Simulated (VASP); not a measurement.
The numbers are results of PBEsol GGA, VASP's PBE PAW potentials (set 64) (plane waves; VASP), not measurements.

Input for VASP

File KPOINTS:
```
Automatic mesh
0
Gamma
9 9 7
0 0 0
```

### POSCAR
```
WTe
1
    4.3495476437     0.0000000000    -0.0000000000
   -2.1747738220     3.7668184961     0.0000000000
    0.0000000000    -0.0000000000     5.1510088000
W Te
2 2
Direct
  0.0000000000   1.0000000000   0.0000000000
  0.0000000000   1.0000000000   0.5000000000
  0.3333330000   0.6666670000   0.2500000000
  0.6666670000   0.3333330000   0.7500000000
```

### INCAR
```
EDIFF=1E-7   # SCF stop (eV)
PREC=Accurate
LREAL=.FALSE.
NELM=100   # most electronic steps
NEDOS=601   # DOS grid
ISIF=2   # forces and stress, cell fixed
LCHARG=.TRUE.
SYSTEM=WTe
LEFG=.TRUE.
LWAVE=.FALSE.
LMAXMIX=6   # l cut-off of mixed one-centre charges
ALGO=Normal
ISMEAR=-5   # tetrahedra, Bloechl
LORBIT=11
GGA=PS
LASPH=.TRUE.
ENCUT=400   # plane-wave cut-off (eV)
```

POTCAR, in this order: W_sv Te (PBE.64 set). Program: vasp_std.

The resulting files:

File OUTCAR:
```
 ion  position               nearest neighbor table
   1  0.000  0.000  0.000-   2 2.58   2 2.58   4 2.82   3 2.82   3 2.82   4 2.82   4 2.82   3 2.82
  LATTYP: Found a hexagonal cell.
 ALAT       =     4.3495476437
 C/A-ratio  =     1.1842631055
 Subroutine PRICEL returns:
 Original cell was already a primitive cell.
 Subroutine GETGRP returns: Found 24 space group operations
The static configuration has the point symmetry D_3d.
 The point group associated with its full space group is D_6h.
The dynamic configuration has the point symmetry D_3d.
 Subroutine INISYM returns: Found 24 space group operations
 Subroutine IBZKPT returns following result:
 Found     48 irreducible k-points:

 Following reciprocal coordinates:
            Coordinates               Weight
  0.000000  0.000000  0.000000      1.000000
  0.111111  0.000000  0.000000      6.000000
  0.222222  0.000000  0.000000      6.000000
  0.333333  0.000000  0.000000      6.000000
  0.444444  0.000000  0.000000      6.000000
  0.111111  0.111111  0.000000      6.000000
  0.222222  0.111111  0.000000     12.000000
  0.333333  0.111111  0.000000     12.000000
  0.444444  0.111111  0.000000      6.000000
  0.222222  0.222222  0.000000      6.000000
  0.333333  0.222222  0.000000     12.000000
  0.333333  0.333333  0.000000      2.000000
  0.000000  0.000000  0.142857      2.000000
  0.111111  0.000000  0.142857     12.000000
  0.222222  0.000000  0.142857     12.000000
  0.333333  0.000000  0.142857     12.000000
  0.444444  0.000000  0.142857     12.000000
  0.111111  0.111111  0.142857     12.000000
  0.222222  0.111111  0.142857     24.000000
  0.333333  0.111111  0.142857     24.000000
  0.444444  0.111111  0.142857     12.000000
  0.222222  0.222222  0.142857     12.000000
  0.333333  0.222222  0.142857     24.000000
  0.333333  0.333333  0.142857      4.000000
  0.000000  0.000000  0.285714      2.000000
  0.111111  0.000000  0.285714     12.000000
  0.222222  0.000000  0.285714     12.000000
  0.333333  0.000000  0.285714     12.000000
  0.444444  0.000000  0.285714     12.000000
  0.111111  0.111111  0.285714     12.000000
  0.222222  0.111111  0.285714     24.000000
  0.333333  0.111111  0.285714     24.000000
  0.444444  0.111111  0.285714     12.000000
  0.222222  0.222222  0.285714     12.000000
  0.333333  0.222222  0.285714     24.000000
  0.333333  0.333333  0.285714      4.000000
  0.000000  0.000000  0.428571      2.000000
  0.111111  0.000000  0.428571     12.000000
  0.222222  0.000000  0.428571     12.000000
  0.333333  0.000000  0.428571     12.000000
   k-points           NKPTS =     48   k-points in BZ     NKDIM =     48   number of bands    NBANDS=     24
   number of dos      NEDOS =    601   number of ions     NIONS =      4
   total plane-waves  NPLWV =  28224
   dimension x,y,z NGX =    28 NGY =   28 NGZ =   36
   dimension x,y,z NGXF=    56 NGYF=   56 NGZF=   72
   ions per type =               2   2
   PREC   = accura    normal or accurate (medium, high low for compatibility)
   ISTART =      0    job   : 0-new  1-cont  2-samecut
   ICHARG =      2    charge: 1-file 2-atom 10-const
   ISPIN  =      1    spin polarized calculation?
   LNONCOLLINEAR =      F non collinear calculations
   LSORBIT =      F    spin-orbit coupling
   INIWAV =      1    electr: 0-lowe 1-rand  2-diag
   ENCUT  =  400.0 eV  29.40 Ry    5.42 a.u.   7.09  7.09  8.40*2*pi/ulx,y,z
   NELM   =    100;   NELMIN=  2; NELMDL= -5     # of ELM steps
   EDIFF  = 0.1E-06   stopping-criterion for ELM
   LREAL  =      F    real-space projection
   NLSPLINE    = F    spline interpolate recip. space projectors
...
```

File OSZICAR:
```
       N       E                     dE             d eps       ncg     rms          rms(c)
DAV:   1     0.331524804730E+03    0.33152E+03   -0.18393E+04  2520   0.139E+03
DAV:   2    -0.161263699961E+02   -0.34765E+03   -0.34433E+03  2616   0.410E+02
DAV:   3    -0.325869284652E+02   -0.16461E+02   -0.16162E+02  3016   0.807E+01
DAV:   4    -0.329073395007E+02   -0.32041E+00   -0.31731E+00  2616   0.120E+01
DAV:   5    -0.329153868602E+02   -0.80474E-02   -0.80095E-02  3040   0.190E+00    0.257E+01
DAV:   6    -0.323601626767E+02    0.55522E+00   -0.10175E+00  2768   0.752E+00    0.119E+01
DAV:   7    -0.322007614271E+02    0.15940E+00   -0.32312E-01  2824   0.366E+00    0.186E+00
DAV:   8    -0.321963054379E+02    0.44560E-02   -0.19808E-02  2688   0.899E-01    0.467E-01
DAV:   9    -0.321964161933E+02   -0.11076E-03   -0.23561E-03  3072   0.307E-01    0.233E-01
DAV:  10    -0.321966012573E+02   -0.18506E-03   -0.43950E-04  2592   0.160E-01    0.634E-02
DAV:  11    -0.321964847552E+02    0.11650E-03   -0.61968E-05  2800   0.497E-02    0.779E-03
DAV:  12    -0.321964989175E+02   -0.14162E-04   -0.54276E-06  2864   0.120E-02    0.567E-03
DAV:  13    -0.321964979469E+02    0.97057E-06   -0.35242E-07  2432   0.455E-03    0.841E-04
DAV:  14    -0.321964966923E+02    0.12547E-05   -0.40101E-08  1696   0.140E-03    0.451E-04
DAV:  15    -0.321964971905E+02   -0.49826E-06   -0.59938E-09  1552   0.638E-04    0.901E-05
DAV:  16    -0.321964970483E+02    0.14225E-06   -0.12368E-09  1512   0.238E-04    0.386E-05
DAV:  17    -0.321964970786E+02   -0.30366E-07   -0.21284E-10  1416   0.104E-04
   1 F= -.32196497E+02 E0= -.32196497E+02  d E =0.000000E+00
```

### OUTCAR
```
------------------------ aborting loop because EDIFF is reached ----------------------------------------
  FORCE on cell =-STRESS in cart. coord.  units (eV):
  Direction    XX          YY          ZZ          XY          YZ          ZX
  --------------------------------------------------------------------------------------
  Total       -0.1521344     -0.1521344      0.0963376      0.0000000      0.0000000     -0.0000000
  in kB       -2.8881987     -2.8881983      1.8289231      0.0000000      0.0000000     -0.0000000
  external PRESSURE =      -1.3158246 kB  Pullay stress =       0.0000000 kB
  volume of cell :       84.39
      direct lattice vectors                 reciprocal lattice vectors
     4.349547644  0.000000000  0.000000000     0.229908966  0.132738012  0.000000000
    -2.174773822  3.766818496  0.000000000     0.000000000  0.265476025  0.000000000
     0.000000000  0.000000000  5.151008800     0.000000000  0.000000000  0.194136729
 POSITION                                       TOTAL-FORCE (eV/Angst)
 -----------------------------------------------------------------------------------
      0.00000      0.00000      0.00000         0.000000      0.000000      0.000000
      0.00000      0.00000      2.57550         0.000000      0.000000      0.000000
     -0.00000      2.51121      1.28775        -0.000000     -0.000000     -0.000000
      2.17478      1.25560      3.86326        -0.000000      0.000000     -0.000000
 -----------------------------------------------------------------------------------
    total drift:                               -0.000000      0.000000      0.000000
  FREE ENERGIE OF THE ION-ELECTRON SYSTEM (eV)
  ---------------------------------------------------
  free  energy   TOTEN  =       -32.1964970786 eV

  energy  without entropy=      -32.1964970786  energy(sigma->0) =      -32.19649708

 total charge

# of ion       s       p       d       tot
------------------------------------------
    1        2.346   6.217   3.579  12.142
    2        2.346   6.217   3.579  12.142
    3        1.328   1.964   0.128   3.420
    4        1.328   1.964   0.128   3.420
--------------------------------------------------
tot          7.350  16.361   7.413  31.124

 Electric field gradients after diagonalization (V/A^2)
 (convention: |V_zz| > |V_xx| > |V_yy|)
----------------------------------------------------------------------
 ion       V_xx      V_yy      V_zz     asymmetry (V_yy - V_xx)/ V_zz
----------------------------------------------------------------------
   1      34.582    34.576   -69.158       0.000
   2      34.582    34.576   -69.158       0.000
   3       4.711     4.710    -9.420       0.000
   4       4.711     4.710    -9.420       0.000
```
(Selected blocks of OUTCAR.)

**OUTCAR**
```
 val. band max:       10.1536895001   @ k =   0.4444   0.1111   0.2857

 cond. band min:      10.0635589212   @ k =   0.3333   0.1111   0.4286


 Fermi energy:        10.1266501564

 k-point     1 :       0.0000    0.0000    0.0000
  band No.  band energies     occupation
      1     -63.9111      2.00000
      2     -63.7845      2.00000
      3     -28.9736      2.00000
      4     -28.1942      2.00000
      5     -28.1942      2.00000
      6     -28.0067      2.00000
      7     -28.0067      2.00000
      8     -27.4449      2.00000
      9      -4.2952      2.00000
     10      -1.0923      2.00000
     11       3.2281      2.00000
     12       4.0709      2.00000
     13       4.0710      2.00000
     14       5.5681      2.00000
     15       7.1267      2.00000
     16       7.1267      2.00000
     17       8.1550      2.00000
     18       8.1551      2.00000
     19       9.2756      2.00000
     20       9.2756      2.00000
     21      10.1442      0.22017
     22      11.4180      0.00000
     23      12.9586      0.00000
     24      12.9606      0.00000

 k-point     2 :       0.1111    0.0000    0.0000
  band No.  band energies     occupation
      1     -63.9111      2.00000
      2     -63.7844      2.00000
      3     -28.9732      2.00000
      4     -28.1962      2.00000
      5     -28.1947      2.00000
      6     -28.0078      2.00000
      7     -28.0069      2.00000
      8     -27.4448      2.00000
      9      -4.1715      2.00000
     10      -1.2268      2.00000
     11       3.3924      2.00000
     12       4.1379      2.00000
     13       4.3011      2.00000
     14       5.3908      2.00000
     15       6.6113      2.00000
     16       6.7622      2.00000
     17       8.1677      2.00000
     18       8.4524      2.00000
     19       8.5106      2.00000
     20       9.3740      2.00000
     21      11.0864     -0.04170
     22      11.7703      0.00000
     23      12.9529      0.00000
     24      12.9561      0.00000
...
```

For a metal the tetrahedron method with Blöchl corrections gives inexact stress and forces. Unless said otherwise, spin-orbit coupling is left out, though it shifts the bands of the heavy elements here.

The structure was generated: WTe was put into the NiAs type type (P6_3/mmc), which need not be its known phase. It was relaxed first, which changed the volume by -36 %.
